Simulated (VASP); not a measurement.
Consider the following.

```xyz
10
Lattice="5.6317 0.0000 0.0000 0.0000 5.6317 0.0000 0.0000 0.0000 5.6317" Properties=species:S:1:pos:R:3 pbc="T T T"
Zn     2.8158     0.0000     2.8158
Zn     2.8158     0.0000     0.0000
Zn     2.8158     2.8158     0.0000
Zn     0.0000     2.8158     0.0000
Zn     0.0000     2.8158     2.8158
Zn     0.0000     0.0000     2.8158
P      1.4079     4.2237     4.2237
P      4.2237     4.2237     1.4079
P      4.2237     1.4079     4.2237
P      1.4079     1.4079     1.4079
```

Level of theory: r2SCAN meta-GGA, VASP's PBE PAW potentials (set 64) (plane waves; VASP). Settings: 400 eV cut-off, 6×6×6 Γ-centred mesh, tetrahedra with Blöchl corrections, potentials Zn P.

The cores are frozen, which limits the accuracy of field gradients.

Q: Give the principal components of the electric field gradient (V/Å²) and the asymmetry η at each nucleus.

A: 
```
atom   Vxx   Vyy    Vzz     η
----  ----  ----  -----  ----
Zn1    6.9   6.9  -13.7  0.00
Zn2    6.9   6.9  -13.7  0.00
Zn3    6.9   6.9  -13.7  0.00
Zn4    6.9   6.9  -13.7  0.00
Zn5    6.9   6.9  -13.7  0.00
Zn6    6.9   6.9  -13.7  0.00
P7    31.4  31.4  -62.8  0.00
P8    31.4  31.4  -62.8  0.00
P9    31.4  31.4  -62.8  0.00
P10   31.4  31.4  -62.8  0.00
```

The structure comes from a computed database's Zn3P2 entry (Pn-3m); how it stands against other phases isn't given here. It was relaxed first.
